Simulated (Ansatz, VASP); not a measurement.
# Cross-check of Al between VASP and Ansatz

One calculation is typed for both programs; each brings its own data sets. How far apart do they land? The structure shown is frame 338 of Ansatz's trajectory.

Main program and level: Ansatz 0.2.0; plane waves, with VASP 6.6.1 beside it; single point at PBEsol.

**1. The structure**

The cell holds 76 atoms: 76 Al. Its edges and angles: a = 11.276 Å, b = 11.276 Å, c = 11.276 Å, α = 90.0°, β = 90.0°, γ = 90.0°. As first built, before any earlier steps moved the atoms (in the runner's words): 76 atoms (76 Al) placed at random at 2.38 g/cm^3, melted at 1533 K for 5 ps at fixed volume with the Finnis-Sinclair Al potential (Mendelev, file Al_mm.eam.fs of the LAMMPS distribution). Snapshot at the end of a hold of 8 ps at 933 K and fixed volume.

**2. Ansatz: dynamics, PBEsol**

Ansatz runs on its default PAW (the set named soft_2) files.

One frame of this run of dynamics is then solved in both programs, so the motion causes no difference.

input.yaml

```yaml
crystal:
  lattice:
    - [11.276, 0.0, 0.0]
    - [0.0, 11.276, 0.0]
    - [0.0, 0.0, 11.276]
  atoms:
    - { symbol: Al, position: [0.75847, 0.9068, 0.29477] }
    - { symbol: Al, position: [0.47357, 0.10862, 0.6001] }
    - { symbol: Al, position: [0.10019, 0.03811, 0.93328] }
    - { symbol: Al, position: [0.71034, 0.94842, 0.05452] }
    - { symbol: Al, position: [0.20729, 0.43733, 0.21712] }
    - { symbol: Al, position: [0.02216, 0.50692, 0.78216] }
    - { symbol: Al, position: [0.78911, 0.45872, 0.15541] }
    - { symbol: Al, position: [0.08079, 0.88247, 0.71257] }
    - { symbol: Al, position: [0.45703, 0.74053, 0.43938] }
    - { symbol: Al, position: [0.4806, 0.8, 0.02448] }
    - { symbol: Al, position: [0.415, 0.8638, 0.61506] }
    - { symbol: Al, position: [0.92643, 0.44055, 0.98581] }
    - { symbol: Al, position: [0.26234, 0.22889, 0.57779] }
    - { symbol: Al, position: [0.4537, 0.51292, 0.28646] }
    - { symbol: Al, position: [0.54352, 0.14228, 0.0146] }
    - { symbol: Al, position: [0.14637, 0.27392, 0.02022] }
    - { symbol: Al, position: [0.4112, 0.60929, 0.84706] }
    - { symbol: Al, position: [0.32474, 0.22123, 0.16821] }
    - { symbol: Al, position: [0.28419, 0.43158, 0.70714] }
    - { symbol: Al, position: [0.53074, 0.42124, 0.77789] }
    - { symbol: Al, position: [0.02315, 0.49569, 0.36626] }
    - { symbol: Al, position: [0.68438, 0.59132, 0.3353] }
    - { symbol: Al, position: [0.53711, 0.08056, 0.25633] }
    - { symbol: Al, position: [0.31189, 0.63395, 0.60982] }
    - { symbol: Al, position: [0.05399, 0.62112, 0.57344] }
    - { symbol: Al, position: [0.42251, 0.29023, 0.38923] }
    - { symbol: Al, position: [0.31174, 0.99098, 0.97744] }
    - { symbol: Al, position: [0.71961, 0.34625, 0.40602] }
    - { symbol: Al, position: [0.30112, 0.81018, 0.80108] }
    - { symbol: Al, position: [0.26655, 0.65184, 0.30719] }
    - { symbol: Al, position: [0.29631, 0.88001, 0.23216] }
    - { symbol: Al, position: [0.85021, 0.5224, 0.57331] }
    - { symbol: Al, position: [0.25701, 0.06446, 0.72917] }
    - { symbol: Al, position: [0.51564, 0.49629, 0.54863] }
    - { symbol: Al, position: [0.47814, 0.97272, 0.83235] }
    - { symbol: Al, position: [0.35996, 0.58073, 0.08677] }
    - { symbol: Al, position: [0.08537, 0.26764, 0.76087] }
    - { symbol: Al, position: [0.65308, 0.34312, 0.93612] }
    - { symbol: Al, position: [0.33911, 0.04468, 0.40703] }
    - { symbol: Al, position: [0.74916, 0.70562, 0.12156] }
    - { symbol: Al, position: [0.05015, 0.70828, 0.86621] }
    - { symbol: Al, position: [0.40968, 0.21042, 0.8418] }
    - { symbol: Al, position: [0.75524, 0.56833, 0.84137] }
    - { symbol: Al, position: [0.68259, 0.80824, 0.49446] }
    - { symbol: Al, position: [0.07537, 0.08178, 0.56997] }
    - { symbol: Al, position: [0.20984, 0.82072, 0.48611] }
    - { symbol: Al, position: [0.26049, 0.48113, 0.44967] }
    - { symbol: Al, position: [0.93442, 0.10803, 0.28802] }
    - { symbol: Al, position: [0.8694, 0.73489, 0.66827] }
    - { symbol: Al, position: [0.91584, 0.09539, 0.74006] }
    - { symbol: Al, position: [0.66466, 0.22172, 0.65347] }
    - { symbol: Al, position: [0.99012, 0.61968, 0.11412] }
    - { symbol: Al, position: [0.91118, 0.74702, 0.42198] }
    - { symbol: Al, position: [0.53183, 0.79753, 0.2402] }
    - { symbol: Al, position: [0.37078, 0.36031, 0.99735] }
    - { symbol: Al, position: [0.65205, 0.79028, 0.8886] }
    - { symbol: Al, position: [0.66257, 0.98632, 0.66789] }
    - { symbol: Al, position: [0.59437, 0.68669, 0.68135] }
    - { symbol: Al, position: [0.87713, 0.94861, 0.54172] }
    - { symbol: Al, position: [0.70712, 0.20779, 0.19625] }
    - { symbol: Al, position: [0.51715, 0.32609, 0.17575] }
    - { symbol: Al, position: [0.14371, 0.7837, 0.05782] }
    - { symbol: Al, position: [0.87538, 0.19698, 0.5467] }
    - { symbol: Al, position: [0.97592, 0.32962, 0.19877] }
    - { symbol: Al, position: [0.04057, 0.369, 0.54836] }
    - { symbol: Al, position: [0.16247, 0.50554, 0.9724] }
    - { symbol: Al, position: [0.84218, 0.32782, 0.76483] }
    - { symbol: Al, position: [0.58972, 0.54902, 0.02821] }
    - { symbol: Al, position: [0.14031, 0.06563, 0.20879] }
    - { symbol: Al, position: [0.64885, 0.12537, 0.4394] }
    - { symbol: Al, position: [0.136, 0.23558, 0.37444] }
    - { symbol: Al, position: [0.71362, 0.11411, 0.86238] }
    - { symbol: Al, position: [0.03667, 0.82572, 0.28593] }
    - { symbol: Al, position: [0.89728, 0.91756, 0.86171] }
    - { symbol: Al, position: [0.97899, 0.95153, 0.10854] }
    - { symbol: Al, position: [0.89507, 0.17637, 0.00118] }
kpoints:
  mp_grid: { grid: [1, 1, 1] }
hamiltonian:
  xc: pbesol
scf:
  occupations: { method: fermi_dirac, width: 0.08 }
output:
  forces: true
  stress: true
md:
  timestep: 3.0
  n_steps: 1000
  ensemble: nvt_nose_hoover
  temperature: 933
  initial_velocities: maxwell_boltzmann
  seed: 7
```

On the command line:

```bash
$ ansatz run input.yaml --threads 4 --pin off --max-ram 15360MiB --backend cpu --events-out ev --progress --plain --runs-dir out
```

Numbers of over 12 decimals in the logs are rounded to 6 here.

What it wrote:

```text
Warning: md: disabling space-group detection — thermal motion breaks the input geometry's symmetry, so no spatial operation reduces the k-mesh or symmetrises the density; time reversal is kept, so that k and −k are solved as one point where they differ and the mesh holds both, and exact exchange and, on two spinor components, a DFT+U term hold to it where the run has them: on two components no moment then forms, and  [...]
Warning: output.stress: scf.convergence.dr2_threshold = 7.6e-8 eV (the default of an md: trajectory) is looser than the 7.6e-9 eV advised for a printed stress (1e-10 eV for each atom of the cell: 76). What an SCF threshold leaves in a stress goes as its square root, and in the free energy as the threshold itself, and one threshold admits the most on a small cell: [figures from the program's tests cut] Set scf.converg [...]
Engine: ansatz 0.2.0, aarch64-unknown-linux-gnu
Pseudopotentials: kind: paw
Pseudopotential: Al, paw, valence charge 3, recommended cutoff 420 eV (normal), Al.paw.azcp
Functional definition: PBEsol
  exchange = pbesol_x
  correlation = pbesol_c
Crystal: 76 atoms, lattice volume = 1433.723 Å³
Basis set: ecut = 420 eV, 28113 PW (Γ), exchange–correlation on 160×160×160 points (8 copies of the dense FFT grid, shifted against one another)
Bands: 190, of which v1, the nominal top of the filled ones, is band 114 counted from 1 (113 counted from 0)
Symmetry: 1 space group operations
k-points: 1
Non-local potential: Al, projectors of the file, l = 0: 2, l = 1: 2, l = 2: 1
PAW form: soft (Blöchl's): semilocal exchange-correlation on the pseudo side does not see the compensation charge
PAW frozen core: Al, regenerated for the run's functional, and the local potential with it (the file was generated under x = pbe(κ = 0.804, μ = 0.219515), c = pbe(β = 0.066725))
PAW one-centre angular grid: Al, 110 points (default); XC on 64 Gauss nodes
Initial density: superposition of atomic densities (neutral atoms: chi_scale 0, normalization atom), corrected by the library's trained network
Initial wavefunctions: pseudopotential atomic-orbital guess
Functional: x = pbesol(κ = 0.804, μ = 0.123457), c = pbesol(β = 0.046)
SCF iter   1: F=—  HF=-39836.051163 eV  |F-HF|=—  |Δ(HF+E_count)|=         —  Δρ=4.67e-3  dr2=1.12e0  ethr=1.77e-3  ⟨swp⟩=7.0  Hψ=982  notcnv=0  defer=12
preconditioner: auto → Kerker (q_TF=auto, 2.008 Å⁻¹)  [metal: Δε(μ)=0.104 eV  Ē_g=6.066 eV  σ=0.080 eV  W_gap=0.31  n_scr=178 (ndim 8)  ℏωp=14.8 eV  f_vac=0.000  D(μ)=46.44/eV (n_scr^D=340)]
SCF iter   2: F=—  HF=-39835.879568 eV  |F-HF|=—  |Δ(HF+E_count)|=   1.72e-1  Δρ=2.64e-3  dr2=3.15e-1  ethr=4.90e-4  ⟨swp⟩=1.0  Hψ=219  notcnv=0  defer=12
SCF iter   3: F=—  HF=-39835.805855 eV  |F-HF|=—  |Δ(HF+E_count)|=   7.37e-2  Δρ=3.90e-4  dr2=4.55e-3  ethr=1.38e-4  ⟨swp⟩=3.0  Hψ=307  notcnv=0  defer=12
SCF iter   4: F=—  HF=-39835.805009 eV  |F-HF|=—  |Δ(HF+E_count)|=   8.45e-4  Δρ=1.22e-4  dr2=3.89e-4  ethr=2.00e-6  ⟨swp⟩=3.0  Hψ=302  notcnv=0  defer=12
SCF iter   5: F=—  HF=-39835.804940 eV  |F-HF|=—  |Δ(HF+E_count)|=   6.96e-5  Δρ=2.37e-5  dr2=1.64e-5  ethr=1.71e-7  ⟨swp⟩=2.0  Hψ=273  notcnv=0  defer=12
SCF iter   6: F=—  HF=-39835.804538 eV  |F-HF|=—  |Δ(HF+E_count)|=   4.02e-4  Δρ=6.14e-6  dr2=1.21e-6  ethr=7.18e-9  ⟨swp⟩=2.0  Hψ=308  notcnv=0  defer=16
SCF iter   7: F=—  HF=-39835.804538 eV  |F-HF|=—  |Δ(HF+E_count)|=   8.94e-8  Δρ=1.33e-6  dr2=7.62e-8  ethr=5.29e-10  ⟨swp⟩=2.0  Hψ=255  notcnv=0  defer=16
SCF iter   8: F=-39835.804538 eV  HF=-39835.804538 eV  |F-HF|=1.89e-9  |Δ(HF+E_count)|=   5.22e-9  Δρ=3.48e-7  dr2=4.14e-9  ethr=3.33e-11  ⟨swp⟩=3.0  Hψ=424  notcnv=0
SCF 1 converged in 8 iterations: F = -39835.804538 eV  dr2 = 4.14e-9
  greatest PAW one-centre occupation: 0.485 electrons in one spin orbital (limit 2), on the Al atom at site 72 (counted from 0), in its partial waves of l = 0
md step     0: t =     0.00 fs  T =   933.0 K  F+E_penalty+E_count = -39835.80453820 eV  E_kin = 9.044968 eV  conserved = -39826.75956977 eV  P_inst = -0.0022 GPa  (8 SCF iters)
[...]
md step   957: t =  2871.00 fs  T =  1133.2 K  F+E_penalty+E_count = -39836.27598589 eV  E_kin = 10.985383 eV  conserved = -39826.77075736 eV  P_inst = 1.5701 GPa  (4 SCF iters)
md step   960: t =  2880.00 fs  T =  1111.2 K  F+E_penalty+E_count = -39835.98692272 eV  E_kin = 10.772816 eV  conserved = -39826.76721811 eV  P_inst = 1.6048 GPa  (6 SCF iters)
md step   963: t =  2889.00 fs  T =  1054.4 K  F+E_penalty+E_count = -39835.39404411 eV  E_kin = 10.221506 eV  conserved = -39826.76234080 eV  P_inst = 1.7327 GPa  (4 SCF iters)
md step   966: t =  2898.00 fs  T =  1025.6 K  F+E_penalty+E_count = -39835.10195373 eV  E_kin = 9.943039 eV  conserved = -39826.76159224 eV  P_inst = 1.8423 GPa  (4 SCF iters)
md step   969: t =  2907.00 fs  T =  1033.2 K  F+E_penalty+E_count = -39835.18290255 eV  E_kin = 10.016201 eV  conserved = -39826.76537821 eV  P_inst = 1.9117 GPa  (4 SCF iters)
md step   972: t =  2916.00 fs  T =  1021.3 K  F+E_penalty+E_count = -39835.09469918 eV  E_kin = 9.901216 eV  conserved = -39826.77110357 eV  P_inst = 2.0240 GPa  (4 SCF iters)
md step   975: t =  2925.00 fs  T =   937.5 K  F+E_penalty+E_count = -39834.30853471 eV  E_kin = 9.088375 eV  conserved = -39826.76428027 eV  P_inst = 2.2182 GPa  (4 SCF iters)
md step   978: t =  2934.00 fs  T =   880.6 K  F+E_penalty+E_count = -39833.78073356 eV  E_kin = 8.537204 eV  conserved = -39826.75556968 eV  P_inst = 2.2651 GPa  (4 SCF iters)
md step   981: t =  2943.00 fs  T =   952.2 K  F+E_penalty+E_count = -39834.51060867 eV  E_kin = 9.231121 eV  conserved = -39826.76480944 eV  P_inst = 1.9681 GPa  (4 SCF iters)
md step   984: t =  2952.00 fs  T =  1048.1 K  F+E_penalty+E_count = -39835.48037025 eV  E_kin = 10.160574 eV  conserved = -39826.77108804 eV  P_inst = 1.5366 GPa  (4 SCF iters)
md step   987: t =  2961.00 fs  T =  1071.8 K  F+E_penalty+E_count = -39835.76687497 eV  E_kin = 10.390881 eV  conserved = -39826.77012107 eV  P_inst = 1.2528 GPa  (4 SCF iters)
md step   990: t =  2970.00 fs  T =  1020.2 K  F+E_penalty+E_count = -39835.34959983 eV  E_kin = 9.890416 eV  conserved = -39826.77039051 eV  P_inst = 1.2012 GPa  (7 SCF iters)
md step   993: t =  2979.00 fs  T =   921.2 K  F+E_penalty+E_count = -39834.47482069 eV  E_kin = 8.930169 eV  conserved = -39826.76105795 eV  P_inst = 1.2826 GPa  (4 SCF iters)
md step   996: t =  2988.00 fs  T =   901.2 K  F+E_penalty+E_count = -39834.37123527 eV  E_kin = 8.736965 eV  conserved = -39826.75748004 eV  P_inst = 1.2217 GPa  (4 SCF iters)
md step   999: t =  2997.00 fs  T =  1006.4 K  F+E_penalty+E_count = -39835.50266783 eV  E_kin = 9.756687 eV  conserved = -39826.76694683 eV  P_inst = 0.9169 GPa  (4 SCF iters)
iter 1 solved again at ethr=9.93e-5 eV; its pass at ethr=3.10e-3 eV (dr2=2.26e-1 eV) is discarded
SCF iter   1: F=—  HF=-39836.008689 eV  |F-HF|=—  |Δ(HF+E_count)|=         —  Δρ=2.09e-3  dr2=2.29e-1  ethr=9.93e-5  ⟨swp⟩=8.0  Hψ=915  notcnv=0
preconditioner: auto → Kerker (q_TF=auto, 2.008 Å⁻¹)  [metal: Δε(μ)=0.040 eV  Ē_g=6.063 eV  σ=0.080 eV  W_gap=0.12  n_scr=178 (ndim 8)  ℏωp=14.8 eV  f_vac=0.000  D(μ)=51.26/eV (n_scr^D=388)]
SCF iter   2: F=—  HF=-39835.972241 eV  |F-HF|=—  |Δ(HF+E_count)|=   3.64e-2  Δρ=1.12e-3  dr2=5.79e-2  ethr=9.93e-5  ⟨swp⟩=1.0  Hψ=219  notcnv=0
SCF iter   3: F=—  HF=-39835.960110 eV  |F-HF|=—  |Δ(HF+E_count)|=   1.21e-2  Δρ=1.40e-4  dr2=3.96e-4  ethr=2.54e-5  ⟨swp⟩=3.0  Hψ=302  notcnv=0
SCF iter   4: F=—  HF=-39835.960035 eV  |F-HF|=—  |Δ(HF+E_count)|=   7.49e-5  Δρ=3.26e-5  dr2=2.77e-5  ethr=1.74e-7  ⟨swp⟩=2.0  Hψ=285  notcnv=0
SCF iter   5: F=—  HF=-39835.959799 eV  |F-HF|=—  |Δ(HF+E_count)|=   2.36e-4  Δρ=5.13e-6  dr2=8.18e-7  ethr=1.21e-8  ⟨swp⟩=3.0  Hψ=296  notcnv=0
SCF iter   6: F=-39835.959799 eV  HF=-39835.959799 eV  |F-HF|=2.45e-8  |Δ(HF+E_count)|=   7.88e-8  Δρ=1.39e-6  dr2=5.47e-8  ethr=3.33e-11  ⟨swp⟩=4.0  Hψ=483  notcnv=0
SCF 1001 converged in 6 iterations: F = -39835.959799 eV  dr2 = 5.47e-8
SCF converged after 6 iterations
Free energy (F): -39835.959799 eV
Harris-Foulkes:  -39835.959799 eV  (|F-HF|=2.45e-8)
Internal energy: -39834.898737 eV  (E = F + TS)
E sigma→0 (E₀):  -39835.429268 eV
Entropy (-TS):   -1.061061 eV (-13.961 meV/atom)
Fermi energy:    6.503008 eV
--- Per-component energies (eV) ---
  E_band       = 536.371527
  E_kinetic    = 1672.170687
  E_local      = 305.085803  (includes V_loc(G=0)·N_el)
  E_nonlocal   = 811.203453
  E_hartree    = 91.859945
  E_xc         = -2950.326051
  E_vxc        = -2157.549965  (∫ρ·V_xc dr)
  E_paw        = -34561.419809  (= ΣΔE_a)
  E_vpaw       = -278.258307  (= ΣTr[D̂ρ^β])
  E_aug_tail   = -0.000183  (compensation charges beyond the density's cutoff)
  E_ewald      = -5204.927149
  E_core_change = 1.454566  (= ΣΔE_core)
  E_smearing   = -1.061061  (= −TS)
  E_closure    = 0.000000  (closes the sum)
  Σ components = -39835.959799   (vs F -39835.959799, Δ=0.00e0)
--- Forces (eV/Å), atoms counted from 1 ---
  atom   1  Al    -0.36614734     0.02926824    -0.49603876
  atom   2  Al     0.01969357     0.59662695    -0.18766311
  atom   3  Al    -0.16126558    -0.21354976    -0.29541077
  atom   4  Al    -0.42051340    -0.54759977    -0.73771338
  atom   5  Al    -0.15353428     1.03067130    -0.54922955
  atom   6  Al    -0.03246028    -0.38747324    -0.02519149
  atom   7  Al     0.54177101     0.14611383    -0.29019105
  atom   8  Al    -0.01910504     0.28146109     0.46361978
  atom   9  Al     0.64616499    -1.05461716    -0.37553937
  atom  10  Al     1.23896786     1.27967465    -1.34846295
  atom  11  Al    -0.34255751    -0.07434760    -0.32206845
  atom  12  Al     0.07689043    -1.16024701    -0.05156263
  atom  13  Al    -0.06121048     0.35343944     0.04326446
  atom  14  Al    -0.65662098    -0.22210247    -0.12179582
  atom  15  Al     0.30365442    -0.21873270    -0.59476218
  atom  16  Al     0.41866625     0.59146633     0.24105465
  atom  17  Al    -0.27577631     0.77426534     0.30649364
  atom  18  Al    -0.19703264     0.78767194    -1.07017943
  atom  19  Al    -0.07551842    -0.04952748     1.12387503
  atom  20  Al     0.28641502    -0.18200046    -0.04262686
  atom  21  Al    -0.25473226    -0.21445000    -0.07776070
  atom  22  Al    -0.63125560     0.59334411     0.49423134
  atom  23  Al    -0.46249140     0.43459086     0.79705020
  atom  24  Al    -0.45165642    -0.40576914     0.11289265
[...]
atom  69  Al    -0.35781996    -0.36237747     0.20090121
  atom  70  Al    -0.35536627    -0.39849546     0.33818417
  atom  71  Al     0.05656113     0.34237919    -0.07557960
  atom  72  Al     0.05878172     0.25223450    -0.14742797
  atom  73  Al    -0.33323383    -0.84111515     0.52504880
  atom  74  Al    -0.10987297     0.75124680     0.13311696
  atom  75  Al     0.57463858     0.00945215    -0.12006143
  atom  76  Al     1.21437651     0.85235801    -0.05122031
  max |Σ_I F_I| component: 1.76e-5 eV/Å
--- Stress (GPa, compression-positive) ---
        0.562545      -0.361090      -0.040663
       -0.361090      -0.544510      -0.361712
       -0.040663      -0.361712       0.076761
  P = ⅓ Tr σ = 0.0316 GPa (0.316 kbar)
--- MD trajectory: 1000 steps, t = 0.0 → 3000.0 fs ---
  final state: T = 1049.1 K   F+E_penalty+E_count = -39835.95979874 eV   E_kin = 10.170216 eV
  conserved energy: peak-to-peak 2.297e-2 eV (3.022e-4 eV/atom) over 3000.0 fs
```

[end of part 1 of 2]

[Lines on the potential files, build, host, timing and source positions are cut from VASP's logs without a mark.]

[Logs are printed without paths, hosts, clocks, repeated set-up lines and the standing remarks that a program may print on its own settings, such as how far it seeks lower states.]

[Hosts, paths, dates, database ids (printed as entryN), source tags and the programs' standing remarks are cut or masked in the printed files.]
